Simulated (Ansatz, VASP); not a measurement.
# Hf2CF2: VASP beside Ansatz

Wanted: the spread between two codes on one cell, functional and k mesh. The structure shown is the start of the Ansatz relaxation below; VASP solves that cell, so the two are compared at the walk's first step.

Main program and level: Ansatz 0.2.0; plane waves, with VASP 6.6.1 beside it; single point at PBE.

**1. The structure**

The cell holds 5 atoms: 1 C, 2 Hf and 2 F. Cell: a = 3.260 Å, b = 3.260 Å, c = 33.200 Å, α = 90.0°, β = 90.0°, γ = 120.0°. Vacuum lies along c. The height across the vacuum is the one that the program set for its solve, not the one typed.

**2. Ansatz: relaxation, PBE**

Ansatz runs on its default PAW (the set named soft_2) files.

The two programs are compared at the cell with which this relaxation starts, whose forces are those of its first step.

The input, input.yaml:

```yaml
crystal:
  lattice:
    - [3.26, 0.0, 0.0]
    - [-1.63, 2.82324, 0.0]
    - [0.0, 0.0, 20.0]
  atoms:
    - { symbol: C, position: [0.0, 0.0, 0.5] }
    - { symbol: Hf, position: [0.333333, 0.666667, 0.56] }
    - { symbol: Hf, position: [0.666667, 0.333333, 0.44] }
    - { symbol: F, position: [0.666667, 0.333333, 0.6175] }
    - { symbol: F, position: [0.333333, 0.666667, 0.3825] }
  periodic: [true, true, false]
kpoints:
  mp_grid: { grid: [9, 9, 1] }
hamiltonian:
  xc: pbe
scf:
  occupations: { method: gaussian, width: 0.1 }
output:
  forces: true
  stress: true
  eigenvalues: true
relax:
  adjacent_minimum: "off"
  f_tol: 0.05
  max_steps: 80
  cell: { stress_2d_tol: 0.02 }
```

Launch:

```
> ansatz run input.yaml --threads 4 --pin off --max-ram 14336MiB --backend cpu --events-out ev --progress --plain --runs-dir out
```

Numbers of over 12 decimals in the logs are rounded to 6 here.

The program printed:

```text
Warning: crystal.periodic: the lattice vector that does not repeat stood 0.000° off the slab's normal, 20.000 Å along it as the deck builds it. The run solves the slab on a vector along the normal, 33.200 Å long, with every atom where it was (on the deck's vector they left 15.30 Å outside them, and the widest stretch free of ions among them is 1.20 Å). A fractional position that the run reports is one of the run's ce [...]
[...]
Crystal: 5 atoms, lattice volume = 308.566 Å³
iter 1 solved again at ethr=1.58e-7 eV; its pass at ethr=3.10e-3 eV (dr2=1.11e-4 eV) is discarded
SCF iter   1: F=—  HF=-33315.673760 eV  |F-HF|=—  |Δ(HF+E_count)|=         —  Δρ=2.11e-4  dr2=1.05e-4  ethr=1.58e-7  ⟨swp⟩=3.8  Hψ=2641  notcnv=0
preconditioner: auto → LDOS  [insulator: Δε(μ)=0.223 eV  Ē_g=17.735 eV  σ=0.100 eV  W_gap=0.50  n_scr=22 (ndim 8)  ℏωp=17.2 eV  f_vac=0.781  D(μ)=0.88/eV (n_scr^D=6)  ε∞_Penn≈1.9  β→1.0]
SCF iter   2: F=—  HF=-33315.673742 eV  |F-HF|=—  |Δ(HF+E_count)|=   1.79e-5  Δρ=1.31e-4  dr2=6.37e-5  ethr=1.49e-7  ⟨swp⟩=3.2  Hψ=1021  notcnv=0
SCF iter   3: F=—  HF=-33315.673737 eV  |F-HF|=—  |Δ(HF+E_count)|=   5.33e-6  Δρ=4.12e-5  dr2=5.28e-6  ethr=9.10e-8  ⟨swp⟩=3.0  Hψ=978  notcnv=0
SCF iter   4: F=—  HF=-33315.673552 eV  |F-HF|=—  |Δ(HF+E_count)|=   1.85e-4  Δρ=8.40e-6  dr2=1.09e-7  ethr=7.55e-9  ⟨swp⟩=3.6  Hψ=1009  notcnv=0
SCF iter   5: F=—  HF=-33315.673552 eV  |F-HF|=—  |Δ(HF+E_count)|=   2.05e-7  Δρ=3.81e-6  dr2=4.18e-8  ethr=1.56e-10  ⟨swp⟩=3.6  Hψ=1288  notcnv=0
SCF iter   6: F=—  HF=-33315.673552 eV  |F-HF|=—  |Δ(HF+E_count)|=   1.46e-8  Δρ=9.69e-7  dr2=1.50e-9  ethr=5.98e-11  ⟨swp⟩=2.8  Hψ=1002  notcnv=0
SCF iter   7: F=-33315.673552 eV  HF=-33315.673552 eV  |F-HF|=9.82e-10  |Δ(HF+E_count)|=   3.38e-8  Δρ=3.69e-7  dr2=3.62e-10  ethr=1.12e-12  ⟨swp⟩=11.9  Hψ=3503  notcnv=0
SCF 5 converged in 7 iterations: F = -33315.673552 eV  dr2 = 3.62e-10
relax step   5: F+E_penalty+E_count = -33315.67355225 eV  Δ(F+E_penalty+E_count) = -1.505e-4 eV  max|allowed force component| = 3.065e-2 eV/Å  Δτ_max = 0.0048 Å  P = -0.011 N/m  Ω = 308.566 Å³  energy of the carried Pulay correction = +1.331e-4 eV  fix = [c, alpha, beta]  reactions: c -0.000 N/m  (7 SCF iters, dr2 threshold 7.82e-10 eV, accepted)
iter 1 solved again at ethr=4.58e-7 eV; its pass at ethr=3.10e-3 eV (dr2=3.21e-4 eV) is discarded
SCF iter   1: F=—  HF=-33315.673613 eV  |F-HF|=—  |Δ(HF+E_count)|=         —  Δρ=3.99e-6  dr2=1.69e-8  ethr=4.58e-7  ⟨swp⟩=6.2  Hψ=5077  notcnv=0
eigensolver tolerance schedule: the retry pair's looser diagonalisation over-reported the residual by 18989.29 of it (diagonalisation noise at an unbounded share of the residual, at the tolerance the schedule requests for it); recorded, not acted on — ethr = c·dr2/N_el stays at c = 1.0e-1
preconditioner: auto → LDOS  [insulator: Δε(μ)=0.223 eV  Ē_g=17.737 eV  σ=0.100 eV  W_gap=0.50  n_scr=22 (ndim 8)  ℏωp=17.2 eV  f_vac=0.781  D(μ)=0.88/eV (n_scr^D=6)  ε∞_Penn≈1.9  β→1.0]
SCF iter   2: F=—  HF=-33315.673449 eV  |F-HF|=—  |Δ(HF+E_count)|=   1.64e-4  Δρ=5.42e-6  dr2=5.07e-8  ethr=2.41e-11  ⟨swp⟩=6.7  Hψ=2505  notcnv=0
SCF iter   3: F=—  HF=-33315.673449 eV  |F-HF|=—  |Δ(HF+E_count)|=   8.71e-9  Δρ=1.31e-6  dr2=2.41e-9  ethr=2.41e-11  ⟨swp⟩=2.8  Hψ=995  notcnv=0
SCF iter   4: F=—  HF=-33315.673449 eV  |F-HF|=—  |Δ(HF+E_count)|=   1.75e-9  Δρ=7.78e-7  dr2=7.85e-10  ethr=3.44e-12  ⟨swp⟩=3.8  Hψ=1343  notcnv=0
SCF iter   5: F=—  HF=-33315.673449 eV  |F-HF|=—  |Δ(HF+E_count)|=  7.28e-12  Δρ=3.35e-7  dr2=2.54e-10  ethr=1.12e-12  ⟨swp⟩=3.3  Hψ=1229  notcnv=0
SCF iter   6: F=—  HF=-33315.673449 eV  |F-HF|=—  |Δ(HF+E_count)|=  1.24e-10  Δρ=6.80e-8  dr2=9.09e-12  ethr=1.00e-12  ⟨swp⟩=2.8  Hψ=953  notcnv=0
SCF iter   7: F=-33315.673449 eV  HF=-33315.673449 eV  |F-HF|=2.69e-10  |Δ(HF+E_count)|=  1.16e-10  Δρ=2.67e-8  dr2=1.70e-12  ethr=1.00e-12  ⟨swp⟩=14.3  Hψ=4163  notcnv=0
SCF 6 converged in 7 iterations: F = -33315.673449 eV  dr2 = 1.70e-12
relax step   6: F+E_penalty+E_count = -33315.67344924 eV  Δ(F+E_penalty+E_count) = +1.030e-4 eV  max|allowed force component| = 3.063e-2 eV/Å  Δτ_max = 0.0000 Å  P = -0.013 N/m  Ω = 308.566 Å³  fix = [c, alpha, beta]  reactions: c -0.000 N/m  stress off target by 1.31e-2 N/m on what of the cell is left free  SCF on the basis re-selected at this cell (its energy is not comparable with the rows above)  (7 SCF iters)
basis re-selected at this cell: Δ(F+E_penalty+E_count) = +1.030e-4 eV, ΔP = -0.002 N/m vs the last step (what re-selecting the basis moved, of the pressure what is left beyond the Pulay correction that the steps carried, after the strain that the cell walked since its last selection, with what the two solves' SCF thresholds leave and, on support functions, any second-order correction that the steps lacked; it is no m [...]
SCF converged after 7 iterations
Free energy (F): -33315.673449 eV
Harris-Foulkes:  -33315.673449 eV  (|F-HF|=2.69e-10)
Internal energy: -33315.669048 eV  (E = F + TS)
E sigma→0 (E₀):  -33315.671248 eV
Entropy (-TS):   -0.004402 eV (-0.880 meV/atom)
Fermi energy:    -3.818744 eV
--- Per-component energies (eV) ---
  E_band       = -1485.517520
  E_kinetic    = 1350.750421
  E_local      = -319618.722615  (includes V_loc(G=0)·N_el)
  E_nonlocal   = -2314.789477
  E_hartree    = 158592.480682
  E_xc         = -809.009887
  E_vxc        = -798.490219  (∫ρ·V_xc dr)
  E_paw        = -14353.860691  (= ΣΔE_a)
  E_vpaw       = 2710.768688  (= ΣTr[D̂ρ^β])
  E_aug_tail   = 0.004097  (compensation charges beyond the density's cutoff)
  E_ewald      = 143837.478421
  E_smearing   = -0.004402  (= −TS)
  E_closure    = -0.000000  (closes the sum)
  Σ components = -33315.673449   (vs F -33315.673449, Δ=0.00e0)
--- Forces (eV/Å), atoms counted from 1 ---
  atom   1  C      0.00000000     0.00000000     0.00000000
  atom   2  Hf    -0.00000000     0.00000000    -0.03063200
  atom   3  Hf    -0.00000000    -0.00000000     0.03063200
  atom   4  F      0.00000000    -0.00000000    -0.00209557
  atom   5  F      0.00000000     0.00000000     0.00209557
  max |Σ_I F_I| component: 5.55e-17 eV/Å
--- 2D stress c σ (N/m, compression-positive) ---
       -0.013141       0.000000      -0.000000
        0.000000      -0.013141      -0.000000
       -0.000000      -0.000000      -0.000000
  P = ½ c Tr σ = -0.0131 N/m
--- Band table (eV; the first three rows and the last of 12) ---
  k-point 0: bands = ["-66.4496", "-66.3978", "-35.6502", "-35.0880", "-34.9547", "-34.9547", "-34.8693", "-34.8693", "-29.4383", "-29.3935", "-16.6398", "-16.3973", "-16.3964", "-16.3964", "-16.3618", "-16.3618", "-16.3515", "-16.3388", "-16.3388", "-16.3307", "-16.3137", "-16.3137", "-16.2672", "-16.2636", "-15.7528", "-12.0358", "-11.0256", "-11.0256", "-10.8886", "-10.8806", "-10.8806", "-8.5850", "-7.1265", "-7.1265", "-3.4955", "-3.4955", "-3.0828", "-2.2879", "-2.1772", "-0.7615", "-0.7615", "-0.4630"]
  k-point 1: bands = ["-66.4449", "-66.3958", "-35.6215", "-35.1454", "-34.9776", "-34.9711", "-34.9365", "-34.8753", "-29.4161", "-29.3826", "-16.5997", "-16.3944", "-16.3916", "-16.3906", "-16.3638", "-16.3605", "-16.3457", "-16.3390", "-16.3386", "-16.3288", "-16.3178", "-16.3142", "-16.2731", "-16.2708", "-15.6581", "-11.8677", "-11.2554", "-11.0429", "-11.0109", "-10.8915", "-10.7363", "-8.4594", "-7.5213", "-7.1555", "-3.9961", "-3.2110", "-2.9994", "-1.9977", "-1.9313", "-1.0567 (-1.0567°)", "-0.7857", "-0.3169"]
  k-point 2: bands = ["-66.4325", "-66.3912", "-35.5515", "-35.3083", "-35.1118", "-35.0307", "-34.9744", "-34.8951", "-29.3688", "-29.3586", "-16.5317", "-16.3866", "-16.3795", "-16.3723", "-16.3670", "-16.3590", "-16.3398", "-16.3369", "-16.3348", "-16.3261", "-16.3178", "-16.3156", "-16.2880", "-16.2861", "-15.3924", "-11.5671", "-11.3569", "-11.3247", "-10.9950", "-10.9268", "-10.8992", "-8.2619", "-8.0947", "-7.1877", "-4.8473", "-2.7153", "-2.4214", "-1.8279", "-1.4755", "-0.6417 (-0.6416°)", "-0.4864", "0.1747"]
  k-point 11: bands = ["-66.3913", "-66.3913", "-35.4721", "-35.4721", "-35.4184", "-35.1673", "-35.0680", "-35.0680", "-29.2958", "-29.2958", "-16.4563", "-16.3719", "-16.3678", "-16.3678", "-16.3509", "-16.3491", "-16.3491", "-16.3323", "-16.3323", "-16.3209", "-16.3179", "-16.3179", "-16.2886", "-16.2886", "-14.5866", "-11.5754", "-11.5750", "-11.4072", "-11.4072", "-10.9843", "-10.9843", "-8.4984", "-8.4984", "-7.4728", "-3.2853", "-2.5139", "-2.5139", "-0.7666", "-0.1819", "-0.1819", "1.4364", "1.4364"]
  ° read free of the cell's end (the report's vacuum.weakly_bound_levels)
--- Relaxed structure (4 steps of the walk, 4 accepted, 2 SCFs on fresh bases) ---
  F+E_penalty+E_count = -33315.67344924 eV   max|allowed force component| = 3.063e-2 eV/Å   (the final SCF, on the basis selected at the relaxed cell)
  cell:  # Å, volume = 308.5660 Å³
    - [3.275968, 0.0, 0]
    - [-1.637984, 2.837072, 0]
    - [0, 0, 33.2]
  atoms:
    - { symbol: C, position: [0, 0, 0.301205] }
    - { symbol: Hf, position: [0.333333, 0.666667, 0.337290] }
    - { symbol: Hf, position: [0.666667, 0.333333, 0.265120] }
    - { symbol: F, position: [0.666667, 0.333333, 0.378106] }
    - { symbol: F, position: [0.333333, 0.666667, 0.224304] }
```

Reading the cycles: dr2 is the Hartree energy of the density residual (eV), the measure of convergence; HF is the Harris–Foulkes estimate of the energy, which meets the free energy F at convergence.

**3. VASP: single point, PBE, start cell, pair 1**

The same cell, functional, mesh and smearing now go to VASP, with its own data sets.

Lines of VASP's logs that name or quote its potential files are left out, and so is its time.

The input, INCAR:

```
SYSTEM = Hf2CF2
PREC = Accurate
ENCUT = 520
EDIFF = 1E-06
NELM = 120
ISMEAR = 0
SIGMA = 0.1
LREAL = .FALSE.
ALGO = Normal
GGA = PE
NBANDS = 25
LASPH = .TRUE.
LORBIT = 11
LWAVE = .FALSE.
LCHARG = .FALSE.
ISIF = 2
LDIPOL = .TRUE.
IDIPOL = 3
DIPOL = 0.5 0.5 0.301
LVHAR = .TRUE.
GGA_COMPAT = .FALSE.
NELMDL = -8
KPAR = 2
```

The input, POSCAR:

```
Hf2CF2
1.0
    3.2599980000      0.0000000000      0.0000000000
   -1.6299990000      2.8232410000      0.0000000000
    0.0000000000      0.0000000000     33.2000000000
C Hf F
1 2 2
Direct
    0.0000000000      0.0000000000      0.3012048193
    0.3333333924      0.6666667847      0.3373493976
    0.6666666076      0.3333332153      0.2650602410
    0.6666666076      0.3333332153      0.3719879518
    0.3333333924      0.6666667847      0.2304216867
```

The input, KPOINTS:

```
Automatic mesh
0
Gamma
9 9 1
0 0 0
```

The projector-augmented-wave data sets are C, Hf_pv and F (PBE family, release 64).

Launch:

```
> mpirun -np 2 vasp_std
```

The program printed:

```text
[banner, memory and clock lines left out]
running    2 mpi-ranks, on    1 nodes
 distrk:  each k-point on    1 cores,    2 groups
 distr:  one band on    1 cores,    1 groups

 POSCAR found type information on POSCAR C HfF
 POSCAR found :  3 types and       5 ions
 LDA part: xc-table for (Slater+PW92), standard interpolation
 POSCAR, INCAR and KPOINTS ok, starting setup
 FFT: planning ... GRIDC
 FFT: planning ... GRID_SOFT
 FFT: planning ... GRID
 WAVECAR not read
 entering main loop
       N       E                     dE             d eps       ncg     rms          rms(c)
DAV:   1     0.288995894158E+03    0.28900E+03   -0.18721E+04   768   0.119E+03
DAV:   2    -0.159937199381E+02   -0.30499E+03   -0.29898E+03   790   0.288E+02
DAV:   3    -0.502692766743E+02   -0.34276E+02   -0.34105E+02   742   0.957E+01
DAV:   4    -0.509113154377E+02   -0.64204E+00   -0.63945E+00   784   0.146E+01
DAV:   5    -0.509252302195E+02   -0.13915E-01   -0.13898E-01   799   0.205E+00
DAV:   6    -0.509257177551E+02   -0.48754E-03   -0.48741E-03   800   0.389E-01
DAV:   7    -0.509257370345E+02   -0.19279E-04   -0.19277E-04   800   0.733E-02
DAV:   8    -0.509257379891E+02   -0.95467E-06   -0.95443E-06   784   0.165E-02    0.755E+01
DAV:   9    -0.436546716512E+02    0.72711E+01   -0.35027E+01   681   0.285E+01    0.510E+01
DAV:  10    -0.434337391262E+02    0.22093E+00   -0.25340E+00   789   0.101E+01    0.749E+00
DAV:  11    -0.433871977054E+02    0.46541E-01   -0.27179E-01   815   0.267E+00    0.171E+00
DAV:  12    -0.433735610554E+02    0.13637E-01   -0.21427E-02   796   0.850E-01    0.867E-01
DAV:  13    -0.433678139404E+02    0.57471E-02   -0.55351E-03   808   0.481E-01    0.393E-01
DAV:  14    -0.433644055406E+02    0.34084E-02   -0.26523E-03   808   0.254E-01    0.183E-01
[...]
DAV:  19    -0.433650662381E+02   -0.39737E-03   -0.40396E-05   780   0.241E-02    0.389E-02
DAV:  20    -0.433653798849E+02   -0.31365E-03   -0.16181E-05   645   0.154E-02    0.153E-02
DAV:  21    -0.433655335262E+02   -0.15364E-03   -0.94180E-06   601   0.101E-02    0.603E-03
DAV:  22    -0.433655911843E+02   -0.57658E-04   -0.33114E-06   602   0.536E-03    0.670E-03
DAV:  23    -0.433656244302E+02   -0.33246E-04   -0.25431E-06   578   0.409E-03    0.195E-03
DAV:  24    -0.433656300475E+02   -0.56173E-05   -0.27994E-07   624   0.150E-03    0.121E-03
DAV:  25    -0.433656348134E+02   -0.47659E-05   -0.27145E-07   539   0.113E-03    0.347E-04
DAV:  26    -0.433656352655E+02   -0.45211E-06   -0.25869E-08   591   0.447E-04
   1 F= -.43365635E+02 E0= -.43361782E+02  d E =-.770706E-02
```

OUTCAR, selected parts (step 3):

```text
ion  position               nearest neighbor table
   1  0.000  0.000  0.301-   3 2.23   2 2.23   3 2.23   2 2.23   3 2.23   2 2.23
   2  0.333  0.667  0.337-   4 2.21   4 2.21   4 2.21   1 2.23   1 2.23   1 2.23   3 3.05   3 3.05
                             3 3.05
   3  0.667  0.333  0.265-   5 2.21   5 2.21   5 2.21   1 2.23   1 2.23   1 2.23   2 3.05   2 3.05
                             2 3.05
   4  0.667  0.333  0.372-   2 2.21   2 2.21   2 2.21
   5  0.333  0.667  0.230-   3 2.21   3 2.21   3 2.21

  LATTYP: Found a hexagonal cell.
 ALAT       =     3.2599980000
 C/A-ratio  =    10.1840553276

 Subroutine GETGRP returns: Found 12 space group operations
 (whereof  6 operations were pure point group operations)

The static configuration has the point symmetry C_3v.
 The point group associated with its full space group is D_3d.

 Found     12 irreducible k-points:

   k-points           NKPTS =     12   k-points in BZ     NKDIM =     12   number of bands    NBANDS=     25

   dimension x,y,z NGX =    24 NGY =   24 NGZ =  250
   dimension x,y,z NGXF=    48 NGYF=   48 NGZF=  500

   ENCUT  =  520.0 eV  38.22 Ry    6.18 a.u.   6.06  6.06 61.73*2*pi/ulx,y,z

   NELECT =      38.0000    total number of electrons

 k-points in reciprocal lattice and weights: Automatic mesh
   0.00000000  0.00000000  0.00000000       0.012
   0.11111111  0.00000000  0.00000000       0.074
   0.22222222  0.00000000  0.00000000       0.074
   0.33333333  0.00000000  0.00000000       0.074
   0.44444444  0.00000000  0.00000000       0.074
   0.11111111  0.11111111  0.00000000       0.074
   0.22222222  0.11111111  0.00000000       0.148
   0.33333333  0.11111111  0.00000000       0.148
   0.44444444  0.11111111  0.00000000       0.074
   0.22222222  0.22222222  0.00000000       0.074
   0.33333333  0.22222222  0.00000000       0.148
   0.33333333  0.33333333  0.00000000       0.025

 dipolmoment           0.000000      0.000000     -0.000003 electrons x Angstroem

 average (electrostatic) potential at core
       1 -55.1131       2 -43.5632       3 -43.5632       4 -83.7241       5 -83.7241

 E-fermi :  -0.4987

 k-point     1 :       0.0000    0.0000    0.0000
  band No.  band energies     occupation
    ...
     14      -9.1162      2.00000
     15      -8.7734      2.00000
     16      -5.3920      2.00000
     17      -3.7644      2.00000
     18      -3.7644      2.00000
     19      -0.3024      0.00549
     20      -0.3024      0.00549
     21       0.1151      0.00000
     22       0.3095      0.00000
     23       0.5193      0.00000
    ...

 k-point     2 :       0.1111    0.0000    0.0000
  band No.  band energies     occupation
    ...
     15      -8.6370      2.00000
     16      -5.2206      2.00000
     17      -4.2333      2.00000
     18      -3.8337      2.00000
     19      -0.7477      1.99957
     20       0.0121      0.00000
     21       0.3236      0.00000
     22       0.5642      0.00000
     23       0.6007      0.00000
     24       2.0258      0.00000
    ...

 k-point     3 :       0.2222    0.0000    0.0000
  band No.  band energies     occupation
    ...
     15      -8.6958      2.00000
     16      -5.0658      2.00000
     17      -4.7941      2.00000
     18      -3.9293      2.00000
     19      -1.5437      2.00000
     20       0.5586      0.00000
     21       0.8453      0.00000
     22       1.0557      0.00000
     23       1.2302      0.00000
     24       2.5607      0.00000
    ...

  Total        3.2835547      3.2835545      5.1624873     -0.0000000      0.0000000      0.0000000
  in kB       17.2167616     17.2167606     27.0686258     -0.0000000      0.0000000      0.0000000
  external PRESSURE =      20.5007160 kB  Pullay stress =       0.0000000 kB

  energy-cutoff  :      520.00
  volume of cell :      305.56
      direct lattice vectors                 reciprocal lattice vectors
     3.259998000  0.000000000  0.000000000     0.306748654  0.177101424  0.000000000
    -1.629999000  2.823241000  0.000000000     0.000000000  0.354202847  0.000000000
     0.000000000  0.000000000 33.200000000     0.000000000  0.000000000  0.030120482

 POSITION                                       TOTAL-FORCE (eV/Angst)
 -----------------------------------------------------------------------------------
      0.00000      0.00000     10.00000        -0.000000      0.000000      0.000000
      0.00000      1.88216     11.20000        -0.000000      0.000000     -1.756064
      1.63000      0.94108      8.80000         0.000000      0.000000      1.756064
      1.63000      0.94108     12.35000        -0.000000      0.000000      2.015968
      0.00000      1.88216      7.65000         0.000000      0.000000     -2.015968
 -----------------------------------------------------------------------------------
    total drift:                               -0.000000     -0.000000     -0.000122

  FREE ENERGIE OF THE ION-ELECTRON SYSTEM (eV)
  ---------------------------------------------------
  free  energy   TOTEN  =       -43.3656352655 eV

  energy  without entropy=      -43.3579282064  energy(sigma->0) =      -43.36178174

 vacuum level on the upper side and lower side of the slab         1.831         1.831

 total charge
# of ion       s       p       d       tot
------------------------------------------
    1        0.866   1.598   0.000   2.464
    2        0.300   6.518   1.800   8.618
    3        0.300   6.518   1.800   8.618
    4        1.737   4.389   0.000   6.127
    5        1.737   4.389   0.000   6.127
--------------------------------------------------
tot          4.942  23.412   3.599  31.953

[... 3 further parts left out ...]
```

Harder data sets than Hf_pv exist (the GW ones), and pressures, volumes and forces can shift noticeably with them.

**4. Differences**

Known differences besides the potentials themselves: Ansatz cuts the interaction across the vacuum, VASP repeats the sheet with a dipole correction; the data sets hold 70 valence electrons in Ansatz (on its default PAW (the set named soft_2) files) and 38 in VASP; Ansatz takes its cutoff from its data sets, VASP runs at 520 eV. Total energies have different zeros and are not compared.

Forces (eV/Å; atoms numbered as in POSCAR):

| atom | Ansatz x, y, z | VASP x, y, z |
| --- | --- | --- |
| C1 | 0.000, 0.000, 0.000 | 0.000, 0.000, 0.000 |
| Hf2 | 0.000, 0.000, -1.790 | 0.000, 0.000, -1.756 |
| Hf3 | 0.000, 0.000, 1.790 | 0.000, 0.000, 1.756 |
| F4 | 0.000, 0.000, 2.181 | 0.000, 0.000, 2.016 |
| F5 | 0.000, 0.000, -2.181 | 0.000, 0.000, -2.016 |

The forces differ by 62 meV/Å r.m.s., which is 6.3 % of the r.m.s. force of 0.976 eV/Å (both taken over all components). With vacuum in the cell, a pressure given here is an average over mostly empty space and none of the material.

**5. What the set-up changes**

Further runs change the set-up of one program: Ansatz's method, potentials or start, or VASP's data sets, cutoff or form of LDA. The table gives that difference for each run.

| run | r.m.s. force difference (meV/Å) |
| --- | --- |
| as above | 62 |
| VASP with the data sets C, Hf_sv and F | 41 |

(Continued in part 2 of 2.)

[Lines on the potential files, build, host, timing and source positions are cut from VASP's logs without a mark.]

[Logs are printed without paths, hosts, clocks, repeated set-up lines and the standing remarks that a program may print on its own settings, such as how far it seeks lower states.]

[Hosts, paths, dates, database ids (printed as entryN), source tags and the programs' standing remarks are cut or masked in the printed files.]
